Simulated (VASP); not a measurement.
Input:

```yaml
crystal:
  lattice:
    - [0.00000, 2.97562, 2.97562]
    - [2.97562, 0.00000, 2.97562]
    - [2.97562, 2.97562, 0.00000]
  atoms:
    - { symbol: Cd, position: [0.00000, 0.00000, 0.00000] }
    - { symbol: S, position: [0.25000, 0.25000, 0.25000] }
```

Calculation: PBEsol GGA, VASP's PBE PAW potentials (set 64) (plane waves; VASP). Numerical set-up: 520 eV cut-off, 8×8×8 Γ-centred mesh, Gaussian smearing of 0.050 eV, potentials Cd S.

Task: The job: CdS (zinc blende), 2 atoms, PBEsol, static run, 520 eV, 8×8×8 Γ-centred mesh. Roughly how much core time does it take on a busy server core?

Result: About 8 core-seconds (one run on a shared machine, a rough figure). It had 29 irreducible k-points, 13 bands, up to 1433 plane waves and 14 electronic steps.

The compound is CdS in the zinc blende structure, a metastable form; wurtzite is the usual one. This cell is one point of a volume scan, at 1.06 of the reference volume.
